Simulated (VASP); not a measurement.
A VASP calculation is set up with these files.

File KPOINTS:
```
Automatic mesh
0
Gamma
6 6 6
0 0 0
```

**POSCAR**
```
GaP
1
    0.0000000000     2.7250000000     2.7250000000
    2.7250000000     0.0000000000     2.7250000000
    2.7250000000     2.7250000000     0.0000000000
Ga P
1 1
Direct
  0.0000000000   0.0000000000   0.0000000000
  0.2500000000   0.2500000000   0.2500000000
```

INCAR:
```
SYSTEM = GaP
PREC = Accurate
ENCUT = 400
EDIFF = 1E-6
NELM = 100
ALGO = Normal
LREAL = .FALSE.
LASPH = .TRUE.
ISMEAR = 0
SIGMA = 0.05
GGA = PE
LMAXMIX = 4
LWAVE = .FALSE.
LCHARG = .FALSE.
ISIF = 2
ICHARG = 11
```

POTCAR, in this order: Ga_d P (PBE.64 set). Program: vasp_std.

### Question
Does this input run properly? What does VASP do?

### Answer
There is a fault: ICHARG = 11 asks for a fixed density, but there is no CHGCAR. VASP stops with an error: ERROR: charge density could not be read from file CHGCAR for ICHARG>10 ----> I REFUSE TO CONTINUE WITH THIS SICK JOB ... BYE!!! <----

### standard output
```
 POSCAR found type information on POSCAR GaP
 POSCAR found :  2 types and       2 ions
 Reading from existing POTCAR
 Reading from existing POTCAR
 LDA part: xc-table for (Slater+PW92), standard interpolation
 WARNING: stress and forces are not correct
 POSCAR, INCAR and KPOINTS ok, starting setup
 WAVECAR not read
 WARNING: CHGCAR is incomplete

 -----------------------------------------------------------------------------
|                                                                             |
|     EEEEEEE  RRRRRR   RRRRRR   OOOOOOO  RRRRRR      ###     ###     ###     |
|     E        R     R  R     R  O     O  R     R     ###     ###     ###     |
|     E        R     R  R     R  O     O  R     R     ###     ###     ###     |
|     EEEEE    RRRRRR   RRRRRR   O     O  RRRRRR       #       #       #      |
|     E        R   R    R   R    O     O  R   R                               |
|     E        R    R   R    R   O     O  R    R      ###     ###     ###     |
|     EEEEEEE  R     R  R     R  OOOOOOO  R     R     ###     ###     ###     |
|                                                                             |
|     ICHARG>10                                                               |
|                                                                             |
|       ---->  I REFUSE TO CONTINUE WITH THIS SICK JOB ... BYE!!! <----       |
|                                                                             |
 -----------------------------------------------------------------------------
```

To mend it, run self-consistently first and keep its CHGCAR, or remove ICHARG. The plain static run on this cell (PBE GGA, plane waves, VASP's PBE PAW potentials (set 64)) converges, and its OSZICAR ends with
```
   1 F= -.91011485E+01 E0= -.91011485E+01  d E =-.411145E-17
```

The compound is GaP in the zinc blende structure. The cell was not relaxed at this level.
